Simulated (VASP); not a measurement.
**Vibrations of Te at several levels of theory**

Aim: the vibrations of Te at the zone centre, at several levels of theory. The starting structure is a measured crystal structure from the Crystallography Open Database.

Main program and level: VASP 6.6.1; Kohn-Sham DFT with plane waves and PAW; LDA, PBEsol, PBE, PBEsol + D3(BJ), r2SCAN and r2SCAN + rVV10.

## (1) The structure

Symmetry: P3_121, No. 152, trigonal system. Conventional cell: a = 4.457 Å, b = 4.457 Å, c = 5.929 Å, α = 90.00°, β = 90.00°, γ = 120.00°. Te has 2 Te at 2.84 Å nearest.

## (2) Modes with LDA

LDA, the lowest rung, knows the local density alone. The cell comes from a relaxation at this level, not shown (93.97 Å³).

File INCAR:

```
SYSTEM = Te
PREC = Accurate
ENCUT = 450
EDIFF = 1E-08
NELM = 100
ISMEAR = 0
SIGMA = 0.03
LREAL = .FALSE.
ALGO = Normal
GGA = CA
NBANDS = 15
LORBIT = 11
LWAVE = .FALSE.
LCHARG = .FALSE.
KPAR = 4
IBRION = 8
LEPSILON = .TRUE.
LPEAD = .TRUE.
ISIF = 2
```

File POSCAR:

```
Te
1.0
    4.2762251308      0.0000000000      0.0000000000
   -2.1381125653      3.7033195955      0.0000000000
    0.0000000000      0.0000000000      5.9335485768
Te
3
Direct
    0.7126492623      0.7126492623      0.0000000000
    0.0000000000      0.2873507377      0.6666666667
    0.2873507377      0.0000000000      0.3333333333
```

File KPOINTS:

```
Automatic mesh
0
Gamma
8 8 6
0 0 0
```

Potentials, in the order of the species: Te (LDA family, release 64).

Run with:

```console
$ mpirun -np 4 vasp_std
```

The log of the run:

```text
[banner, memory and clock lines left out]
running    4 mpi-ranks, on    1 nodes
 distrk:  each k-point on    1 cores,    4 groups
 distr:  one band on    1 cores,    1 groups

 POSCAR found type information on POSCAR Te
 POSCAR found :  1 types and       3 ions
 LDA part: xc-table for (Slater(with rela. corr.)+CA(PZ))
 , standard interpolation
 POSCAR, INCAR and KPOINTS ok, starting setup
 FFT: planning ... GRIDC
 FFT: planning ... GRID_SOFT
 FFT: planning ... GRID
 WAVECAR not read
 entering main loop
       N       E                     dE             d eps       ncg     rms          rms(c)
DAV:   1     0.668886734626E+02    0.66889E+02   -0.59820E+03  1500   0.857E+02
DAV:   2    -0.705024811926E+01   -0.73939E+02   -0.70218E+02  2021   0.136E+02
DAV:   3    -0.113685569133E+02   -0.43183E+01   -0.42864E+01  1801   0.375E+01
DAV:   4    -0.114449837154E+02   -0.76427E-01   -0.76413E-01  2297   0.588E+00
DAV:   5    -0.114456951301E+02   -0.71141E-03   -0.71141E-03  1921   0.481E-01    0.135E+01
DAV:   6    -0.114217052241E+02    0.23990E-01   -0.12074E-02  1948   0.643E-01    0.838E+00
DAV:   7    -0.114125265739E+02    0.91787E-02   -0.25473E-02  1696   0.902E-01    0.251E-01
DAV:   8    -0.114121000848E+02    0.42649E-03   -0.40166E-03  1696   0.370E-01    0.131E-01
DAV:   9    -0.114121107559E+02   -0.10671E-04   -0.11384E-04  2105   0.752E-02    0.701E-02
DAV:  10    -0.114121056784E+02    0.50775E-05   -0.13433E-05  1843   0.225E-02    0.827E-03
DAV:  11    -0.114121053511E+02    0.32728E-06   -0.19945E-06  1969   0.881E-03    0.334E-03
DAV:  12    -0.114121053518E+02   -0.72043E-09   -0.31184E-07  1822   0.314E-03    0.182E-03
DAV:  13    -0.114121053552E+02   -0.34273E-08   -0.21294E-08  1570   0.873E-04
   1 F= -.11412105E+02 E0= -.11412105E+02  d E =-.105105E-10
 Linear response reoptimize wavefunctions to high precision
DAV:   1    -0.114121053551E+02    0.15893E-09   -0.65179E-09  1864   0.516E-04
DAV:   2    -0.114121053551E+02   -0.44906E-10   -0.90854E-10  1079   0.190E-04
 Linear response to external field (no local field effect), progress :
  Direction:   1
       N       E                     dE             d eps       ncg     rms          rms(c)
RMM:   1    -0.164091816801E+02   -0.16409E+02   -0.12686E+02  1604   0.725E+00
RMM:   2    -0.178254365091E+02   -0.14163E+01   -0.15008E-01  1350   0.159E+00
RMM:   3    -0.178312989862E+02   -0.58625E-02   -0.38597E-03  1350   0.249E-01
RMM:   4    -0.178314178194E+02   -0.11883E-03   -0.12158E-04  1350   0.384E-02
RMM:   5    -0.178314208048E+02   -0.29854E-05   -0.34120E-06  1350   0.809E-03
RMM:   6    -0.178314209488E+02   -0.14404E-06    0.49219E-07  1346   0.150E-03
RMM:   7    -0.178314209481E+02    0.74467E-09    0.54795E-06  1223   0.346E-04
RMM:   8    -0.178314209345E+02    0.13609E-07    0.79934E-06   466   0.825E-05
RMM:   9    -0.178314209300E+02    0.45118E-08    0.18254E-06   139   0.476E-05
RMM:  10    -0.178314209299E+02    0.82476E-10    0.11082E-06    57   0.430E-05
RMM:  11    -0.178314209292E+02    0.68169E-09   -0.11482E-07    46   0.427E-05
RMM:  12    -0.178314209292E+02    0.30763E-10   -0.10592E-07    46   0.427E-05
RMM:  13    -0.178314209292E+02    0.57163E-11   -0.10651E-07    46   0.427E-05
 change of polarisation eV/A/(eV/A) component  1 :    35.663    -5.658    12.607
 dielectric tensor                  component  1 :    69.678   -10.895    24.278
 Linear response to external field (no local field effect), progress :
  Direction:   2
       N       E                     dE             d eps       ncg     rms          rms(c)
RMM:   1    -0.210804418046E+02   -0.21080E+02   -0.16880E+02  1625   0.760E+00
RMM:   2    -0.251183006967E+02   -0.40379E+01   -0.19951E-01  1350   0.171E+00
RMM:   3    -0.251308302620E+02   -0.12530E-01   -0.54395E-03  1350   0.267E-01
RMM:   4    -0.251310065163E+02   -0.17625E-03   -0.14303E-04  1350   0.403E-02
RMM:   5    -0.251310121130E+02   -0.55968E-05    0.26322E-06  1350   0.845E-03
RMM:   6    -0.251310129210E+02   -0.80795E-06    0.46663E-07  1345   0.154E-03
RMM:   7    -0.251310129501E+02   -0.29094E-07   -0.18620E-06  1215   0.360E-04
RMM:   8    -0.251310130560E+02   -0.10591E-06   -0.12761E-05   456   0.862E-05
RMM:   9    -0.251310129982E+02    0.57827E-07    0.20843E-06   130   0.494E-05
RMM:  10    -0.251310129813E+02    0.16876E-07    0.43568E-07    53   0.455E-05
RMM:  11    -0.251310129812E+02    0.11845E-09    0.30125E-07    47   0.453E-05
RMM:  12    -0.251310129812E+02   -0.13330E-10    0.27989E-07    46   0.453E-05
 change of polarisation eV/A/(eV/A) component  2 :    -5.644    50.262   -20.635
 dielectric tensor                  component  2 :   -10.868    97.792   -39.738
 Linear response to external field (no local field effect), progress :
  Direction:   3
       N       E                     dE             d eps       ncg     rms          rms(c)
RMM:   1    -0.309927219757E+02   -0.30993E+02   -0.25312E+02  1631   0.831E+00
RMM:   2    -0.344554054438E+02   -0.34627E+01   -0.26050E-01  1350   0.189E+00
RMM:   3    -0.344698930488E+02   -0.14488E-01   -0.79429E-03  1350   0.304E-01
RMM:   4    -0.344700604873E+02   -0.16744E-03   -0.29901E-04  1350   0.465E-02
RMM:   5    -0.344700583479E+02    0.21395E-05   -0.17122E-05  1350   0.987E-03
RMM:   6    -0.344700576678E+02    0.68008E-06   -0.62909E-07  1339   0.176E-03
[...]
RMM:  14    -0.193413696723E+02    0.62930E-06   -0.67451E-07  1623   0.491E-05    0.478E-06
 change of polarisation eV/A/(eV/A) component  1 :    37.406    -0.182     6.711
 dielectric tensor                  component  1 :    73.034    -0.350    12.924
 Linear response to external field, progress :
  Direction:   2
       N       E                     dE             d eps       ncg     rms          rms(c)
RMM:   1    -0.187144039984E+02   -0.18714E+02   -0.14757E+02  6298   0.742E+00
RMM:   2    -0.214528598591E+02   -0.27385E+01   -0.18068E-01  5293   0.165E+00    0.173E+01
RMM:   3    -0.200491122812E+02    0.14037E+01   -0.25275E+00 13126   0.579E+00    0.120E+01
RMM:   4    -0.201382827982E+02   -0.89171E-01   -0.10084E-01  9419   0.149E+00    0.583E+00
RMM:   5    -0.204125938172E+02   -0.27431E+00   -0.43001E-02  9407   0.108E+00    0.306E-01
RMM:   6    -0.204218494768E+02   -0.92557E-02   -0.32389E-03  9702   0.272E-01    0.120E-01
RMM:   7    -0.204194977854E+02    0.23517E-02   -0.57064E-04 10052   0.551E-02    0.388E-02
RMM:   8    -0.204242913375E+02   -0.47936E-02   -0.25139E-04  9836   0.236E-02    0.652E-03
RMM:   9    -0.204248491640E+02   -0.55783E-03   -0.17782E-04 10313   0.520E-03    0.247E-03
RMM:  10    -0.204252216177E+02   -0.37245E-03   -0.63893E-06 10280   0.180E-03    0.545E-04
RMM:  11    -0.204252603109E+02   -0.38693E-04   -0.13213E-05 10646   0.507E-04    0.268E-04
RMM:  12    -0.204252680809E+02   -0.77701E-05   -0.26510E-06 10288   0.184E-04    0.721E-05
RMM:  13    -0.204252653540E+02    0.27270E-05   -0.10630E-06  6522   0.635E-05    0.313E-05
RMM:  14    -0.204252649801E+02    0.37390E-06   -0.13841E-07  2835   0.486E-05    0.584E-06
 change of polarisation eV/A/(eV/A) component  2 :     2.190    39.494     0.031
 dielectric tensor                  component  2 :     4.217    77.056     0.060
 Linear response to external field, progress :
  Direction:   3
       N       E                     dE             d eps       ncg     rms          rms(c)
RMM:   1    -0.309926602230E+02   -0.30993E+02   -0.25312E+02  2215   0.831E+00
RMM:   2    -0.344553967831E+02   -0.34627E+01   -0.26040E-01  1836   0.189E+00    0.771E+00
RMM:   3    -0.337699455683E+02    0.68545E+00   -0.48824E-01  3060   0.349E+00    0.418E+00
RMM:   4    -0.343254962620E+02   -0.55555E+00   -0.50956E-01  4112   0.357E+00    0.563E-01
RMM:   5    -0.344214094210E+02   -0.95913E-01   -0.20408E-02  3252   0.848E-01    0.342E-01
RMM:   6    -0.344642628279E+02   -0.42853E-01   -0.11464E-03  3354   0.184E-01    0.193E-01
RMM:   7    -0.344705878125E+02   -0.63250E-02   -0.17357E-04  3501   0.457E-02    0.828E-02
RMM:   8    -0.344738169617E+02   -0.32291E-02   -0.66250E-05  3558   0.146E-02    0.282E-02
RMM:   9    -0.344740674455E+02   -0.25048E-03   -0.15442E-04  3571   0.414E-03    0.515E-03
RMM:  10    -0.344741736950E+02   -0.10625E-03   -0.55919E-05  3650   0.156E-03    0.313E-03
RMM:  11    -0.344741832279E+02   -0.95329E-05   -0.24422E-05  3635   0.403E-04    0.361E-04
RMM:  12    -0.344741874916E+02   -0.42637E-05   -0.13421E-05  3540   0.176E-04    0.179E-04
RMM:  13    -0.344741873023E+02    0.18930E-06   -0.79740E-06  2153   0.598E-05    0.134E-05
RMM:  14    -0.344741876998E+02   -0.39750E-06    0.30160E-07   963   0.456E-05    0.134E-05
RMM:  15    -0.344741881991E+02   -0.49930E-06    0.26632E-07   825   0.458E-05    0.971E-07
 change of polarisation eV/A/(eV/A) component  3 :     6.682    -8.101    66.459
 dielectric tensor                  component  3 :    12.869   -15.600   128.983
 Linear response DOF=           2
 Linear response progress:
  Degree of freedom:   1/  2
       N       E                     dE             d eps       ncg     rms          rms(c)
RMM:   1    -0.478530163690E-01   -0.47853E-01    0.29021E-02 13584   0.106E+00
RMM:   2    -0.462778212622E-01    0.15752E-02   -0.24269E-03  9225   0.282E-01    0.819E-02
RMM:   3    -0.461663956512E-01    0.11143E-03   -0.10214E-04  9735   0.617E-02    0.552E-02
RMM:   4    -0.460892082951E-01    0.77187E-04   -0.30695E-05  9951   0.266E-02    0.149E-02
RMM:   5    -0.460911650336E-01   -0.19567E-05   -0.91133E-07 10039   0.610E-03    0.745E-03
RMM:   6    -0.460983888893E-01   -0.72239E-05   -0.23846E-07  9881   0.227E-03    0.876E-04
RMM:   7    -0.460981799842E-01    0.20891E-06   -0.47170E-08 10241   0.561E-04    0.511E-04
RMM:   8    -0.460976213968E-01    0.55859E-06   -0.16094E-07 10273   0.207E-04    0.129E-04
RMM:   9    -0.460976811668E-01   -0.59770E-07   -0.25996E-08 10501   0.478E-05    0.589E-05
RMM:  10    -0.460976928653E-01   -0.11699E-07   -0.69934E-09 10369   0.204E-05    0.148E-05
RMM:  11    -0.460977051879E-01   -0.12323E-07   -0.49036E-09 10310   0.980E-06    0.873E-06
RMM:  12    -0.460977013518E-01    0.38361E-08    0.42986E-09  9653   0.400E-06    0.150E-06
 first order change of Fermi-energy   0.16511E+00
 force on displaced ion       1 direction 1 :  -2.366  -0.092  -0.313
 Born effective charge ion    1 direction 1 :  -2.033   3.310   4.652
 Linear response progress:
  Degree of freedom:   2/  2
       N       E                     dE             d eps       ncg     rms          rms(c)
RMM:   1    -0.590511882623E-01   -0.59051E-01    0.41457E-02 14319   0.108E+00
RMM:   2    -0.559686567145E-01    0.30825E-02   -0.29544E-03  9276   0.308E-01    0.252E-01
RMM:   3    -0.557011488055E-01    0.26751E-03   -0.54437E-04  9659   0.979E-02    0.172E-01
RMM:   4    -0.556571969788E-01    0.43952E-04   -0.14346E-05  9792   0.254E-02    0.869E-02
RMM:   5    -0.556437387116E-01    0.13458E-04   -0.76576E-06 10041   0.136E-02    0.398E-03
RMM:   6    -0.556466458541E-01   -0.29071E-05    0.58609E-07 10078   0.310E-03    0.263E-03
RMM:   7    -0.556490643430E-01   -0.24185E-05    0.24460E-07 10189   0.113E-03    0.484E-04
RMM:   8    -0.556489294199E-01    0.13492E-06   -0.13780E-07 10312   0.312E-04    0.232E-04
RMM:   9    -0.556490433502E-01   -0.11393E-06   -0.22640E-08 10372   0.903E-05    0.556E-05
RMM:  10    -0.556491115340E-01   -0.68184E-07   -0.34384E-08 10507   0.296E-05    0.147E-05
RMM:  11    -0.556491296357E-01   -0.18102E-07    0.10113E-08 10572   0.951E-06    0.269E-06
RMM:  12    -0.556491281080E-01    0.15277E-08    0.37536E-09 10092   0.426E-06    0.720E-07
 first order change of Fermi-energy  -0.14252E-04
 force on displaced ion       1 direction 3 :  -0.310   0.182  -4.921
 Born effective charge ion    1 direction 3 :   3.994  -2.164  -0.009
 Born effective charges drift removed
 Linear response finished
```

Elapsed: 6.6 min, on 4 MPI ranks of AMD EPYC 7R43, shared host; peak memory 2.4 GiB; 25 min of CPU time.

The logs omit lines about the potential files and the build; timing stands in the text.

(Part 1 of 3 ends here.)

[Lines on the potential files, build, host, timing and source positions are cut from VASP's logs without a mark.]

[Logs are printed without paths, hosts, clocks, repeated set-up lines and the standing remarks that a program may print on its own settings, such as how far it seeks lower states.]

[Hosts, paths, dates, database ids (printed as entryN), source tags and the programs' standing remarks are cut or masked in the printed files.]
